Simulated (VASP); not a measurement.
Here is the system:

```xyz
2
Lattice="0.0000 1.9730 1.9730 1.9730 0.0000 1.9730 1.9730 1.9730 0.0000" Properties=species:S:1:pos:R:3 pbc="T T T"
Li     0.0000     0.0000     0.0000
F      1.9730     1.9730     1.9730
```

Computed with r2SCAN meta-GGA, VASP's PBE PAW potentials (set 64) (plane waves; VASP). Settings: 600 eV cut-off, 10×10×10 Γ-centred mesh, Gaussian smearing of 0.050 eV, potentials Li_sv F.

### Question
What does the run give for the energy per atom (σ→0), pressure, band gap (on the k-mesh) with the smallest direct gap where there is one?

### Answer

```json
{
 "band gap (on the k-mesh)": "10.89 eV",
 "smallest direct gap (on the k-mesh)": "10.89 eV",
 "energy per atom (σ→0)": "-5.952 eV/atom",
 "pressure": "1.88 GPa"
}
```

Only differences to runs with the same potentials and settings are physical.

The compound is LiF in the rock salt structure. It was relaxed first under an external pressure of 2 GPa.
